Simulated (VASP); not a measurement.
VASP input:

POSCAR:
```
WSi2
4.5254030
 -0.3546645459   0.3546645459   0.8651163222
  0.3546645459  -0.3546645459   0.8651163222
  0.3546645459   0.3546645459  -0.8651163222
Si W
2 1
Cart
 -0.0000000000   0.0000000000   1.1506047086
  0.0000000000  -0.0000000000   0.5796279359
  0.0000000000   0.0000000000   0.0000000000
```

KPOINTS:
```
K-points
0
gamma
  12 12 12
```

### INCAR
```
SYSTEM=WSi2
PREC=Accurate; ENCUT=600; LREAL=.False.
LASPH=.True.
EDIFF=1E-6; NELM=100; ALGO=Normal
LMAXMIX=6
ISMEAR=-1; SIGMA=0.1
GGA=PE
ISIF=2
LWAVE=.False.; LCHARG=.False.
```

POTCAR, in this order: Si W_sv (PBE.64 set). Program: vasp_std.

Task: Translate this PBE calculation to Quantum ESPRESSO's pw.x.

Result: One equivalent input (not run):
```
&CONTROL
  calculation = 'scf'
  pseudo_dir = './pseudo'
  outdir = './out'
  tprnfor = .true.
  tstress = .true.
/
&SYSTEM
  ibrav = 0
  nat = 3
  ntyp = 2
  ecutwfc = 74
  occupations = 'smearing'
  smearing = 'fermi-dirac'
  degauss = 0.00735
  input_dft = 'pbe'
/
&ELECTRONS
  conv_thr = 7.3e-08
  electron_maxstep = 100
/
ATOMIC_SPECIES
  Si 28.085 Si.upf
  W 183.840 W.upf
CELL_PARAMETERS angstrom
    -1.6050000    1.6050000    3.9150000
     1.6050000   -1.6050000    3.9150000
     1.6050000    1.6050000   -3.9150000
ATOMIC_POSITIONS crystal
  Si   0.6650000  0.6650000  0.0000000
  Si   0.3350000  0.3350000  0.0000000
  W    0.0000000  0.0000000  0.0000000
K_POINTS automatic
  12 12 12 0 0 0
```
The two are equivalent in intent, not identical: the potentials are each code's own (VASP's PAW set, PseudoDojo norm-conserving files in pw.x), so ENCUT and ecutwfc are chosen apart and not converted; conv_thr bounds pw.x's estimated SCF error, while EDIFF bounds the energy change between steps.

The structure is a typed WSi2 crystal. The cell was not relaxed at this level. The run is one of a series of settings (ENCUT = 600 against the base run), some of them coarse on purpose.
